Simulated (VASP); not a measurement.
Here is a VASP 6.6.1 calculation.

INCAR

```
PREC = Accurate
ENCUT = 520
EDIFF = 1E-6
ISMEAR = 0
SIGMA = 0.1
LREAL = False
LASPH = True
NELM = 60
ALGO = Fast
ISIF = 2
LWAVE = False
LCHARG = True
LDIPOL = True
IDIPOL = 3
DIPOL = 0.5 0.5 0.293
GGA = PE
LELF = True
LVHAR = True
LVACPOTAV = True
NBANDS = 26
```

The input KPOINTS:

```
Automatic mesh
0
Gamma
  10 10 1
```

POSCAR

```
NbO4
1.0
    3.9844639743      0.0000000000      0.0000000000
    0.0000000000      3.9844639743      0.0000000000
    0.0000000000      0.0000000000     32.4752571200
Nb O
1 4
Direct
    0.0000000000      0.0000000000      0.2925304014
    0.0000000000      0.0000000000      0.2337671941
    0.0000000000      0.0000000000      0.3512936086
    0.0000000000      0.5000000000      0.2925304014
    0.5000000000      0.0000000000      0.2925304014
```

Potentials or basis: VASP PAW PBE potentials, release 64 (Nb_sv, O).

Command:

```console
$ cat potpaw_PBE.64/Nb_sv/POTCAR potpaw_PBE.64/O/POTCAR > POTCAR
$ mpirun -np 1 vasp_std > vasp.out
```

Task: Estimate the band gap on the k mesh.

Result: None (metal or under the smearing width).

Task: Predict the largest force.

Result: 0.133 eV/Å.

Task: What does it give for the work function of the lower face?

Result: 9.13 eV.

Task: Estimate the work function of the upper face.

Result: 9.13 eV.

Forces on the atoms (eV/Å):
```
Nb   0.000  0.000  0.000
O    0.000  0.000  0.133
O    0.000  0.000 -0.133
O    0.000  0.000  0.000
O    0.000  0.000  0.000
```

Caveat: an odd number of electrons without spin polarisation forces a metal; a magnetic or distorted state may lie lower.
